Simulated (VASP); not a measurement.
```
CELL_PARAMETERS angstrom
      4.43531     0.00000     0.00000
      0.00000     4.43531     0.00000
      0.00000     0.00000     3.17919
ATOMIC_POSITIONS crystal
  Os 0.00000 0.00000 0.00000
  Os 0.50000 0.50000 0.50000
  O  0.30904 0.30904 0.00000
  O  0.69096 0.69096 0.00000
  O  0.19096 0.80904 0.50000
  O  0.80904 0.19096 0.50000
```

Method: LDA (Ceperley-Alder, Perdew-Zunger), VASP's LDA PAW potentials (set 64) (plane waves; VASP 6.6.1). Settings: 520 eV cut-off, 8×8×11 Γ-centred mesh, tetrahedra with Blöchl corrections, potentials Os O.

**Question.** The job: OsO2 (space group P4_2/mnm), 6 atoms, LDA, static run, 520 eV, 8×8×11 Γ-centred mesh. Roughly how much core time does it take on a busy server core?

**Answer.** About 3 core-minutes (one run on a shared machine, a rough figure). It had 90 irreducible k-points, 24 bands, up to 1707 plane waves and 18 electronic steps.

The structure comes from a computed database's OsO2 entry (P4_2/mnm); how it stands against other phases isn't given here. It was relaxed first.
